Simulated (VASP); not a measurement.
The input files of a VASP run:

**POSCAR**
```
Mg2Si
1
    0.0000000000     3.1615075824     3.1615075824
    3.1615075824     0.0000000000     3.1615075824
    3.1615075824     3.1615075824     0.0000000000
Si Mg
1 2
Direct
  1.0000000000   1.0000000000   1.0000000000
  0.2500000000   0.2500000000   0.2500000000
  0.7500000000   0.7500000000   0.7500000000
```

**INCAR**
```
! general
SYSTEM = Mg2Si
PREC   = Accurate
ENCUT  = 400
LREAL  = .FALSE.
LASPH  = .TRUE.

! electronic loop
EDIFF  = 1E-6
NELM   = 100
ALGO   = Normal

! smearing
ISMEAR = 0
SIGMA  = 0.05

! functional
GGA    = PS

! ions
IBRION = 2
NSW    = 60
ISIF   = 3
EDIFFG = -0.02

! output
LWAVE  = .FALSE.
LCHARG = .FALSE.
```

**KPOINTS**
```
kpoints
0
G
6 6 6
0 0 0
```

POTCAR, in this order: Si Mg (PBE.64 set). Program: vasp_std.

**Question.** Translate this PBEsol calculation to Quantum ESPRESSO's pw.x.

**Answer.** One equivalent input (not run):
```
&CONTROL
  calculation = 'vc-relax'
  pseudo_dir = './pseudo'
  outdir = './out'
  tprnfor = .true.
  tstress = .true.
  nstep = 60
  forc_conv_thr = 0.00078
/
&SYSTEM
  ibrav = 0
  nat = 3
  ntyp = 2
  ecutwfc = 84
  occupations = 'smearing'
  smearing = 'gaussian'
  degauss = 0.003675
  input_dft = 'pbesol'
/
&ELECTRONS
  conv_thr = 7.3e-08
  electron_maxstep = 100
/
&IONS
/
&CELL
/
ATOMIC_SPECIES
  Si 28.085 Si.upf
  Mg 24.305 Mg.upf
CELL_PARAMETERS angstrom
     0.0000000    3.1615076    3.1615076
     3.1615076    0.0000000    3.1615076
     3.1615076    3.1615076    0.0000000
ATOMIC_POSITIONS crystal
  Si   1.0000000  1.0000000  1.0000000
  Mg   0.2500000  0.2500000  0.2500000
  Mg   0.7500000  0.7500000  0.7500000
K_POINTS automatic
  6 6 6 0 0 0
```
What does not carry over: the potentials are each code's own (VASP's PAW set, PseudoDojo norm-conserving files in pw.x), so ENCUT and ecutwfc are chosen apart and not converted; conv_thr bounds pw.x's estimated SCF error, while EDIFF bounds the energy change between steps; forc_conv_thr acts on force components and is met together with etot_conv_thr.

The structure comes from a measured Mg2Si entry (Fm-3m) of the Crystallography Open Database, whose conditions weren't checked. It was relaxed first. The start is the result of an earlier pass.
